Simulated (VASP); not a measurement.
The system is Mg.

```xyz
2
Lattice="3.2093 0.0000 0.0000 -1.6046 2.7793 0.0000 0.0000 0.0000 5.2103" Properties=species:S:1:pos:R:3 pbc="T T T"
Mg    0.0000    1.8529    1.3026
Mg    1.6047    0.9264    3.9077
```

| Property | Result |
| --- | --- |
| Program | VASP 6.6.1 |
| Task | relaxation of cell and atoms |
| Functional | PBEsol |
| Potentials or basis | VASP PAW PBE potentials, release 64 (Mg) |
| Cutoff | 600 eV |
| k mesh | 18 × 18 × 9 |
| Occupations | methfessel-paxton, width 0.1 eV |
| Spin | no spin polarisation |

At the start: pressure -1.2 GPa; volume 23.24 Å³/atom.

**Question.** How do energy, volume and symmetry change on relaxing?

**Answer.** Over 6 steps the energy falls by 3.3 meV/atom and the volume is 22.45 Å³/atom (-3.4 %); space group P6_3/mmc (No. 194, to 0.05 Å).

The path:
```tsv
step	energy change (eV)	largest force (eV/Å)	pressure (GPa)	volume (Å³)
1	0.0000	0.0000	-1.18	46.47
2	-0.0057	0.0000	-0.32	45.33
3	-0.0062	0.0000	0.03	44.91
4	-0.0062	0.0000	0.05	44.88
5	-0.0064	0.0000	0.05	44.89
6	-0.0065	0.0000	0.04	44.90
```

Final structure:
```xyz
2
Lattice="3.1878 0.0000 0.0000 -1.5939 2.7607 0.0000 0.0000 0.0000 5.1016" Properties=species:S:1:pos:R:3 pbc="T T T"
Mg    0.0000    1.8405    1.2754
Mg    1.5939    0.9202    3.8262
```

Caveat: the PAW data sets were made with another functional, which shifts forces and pressure a little.
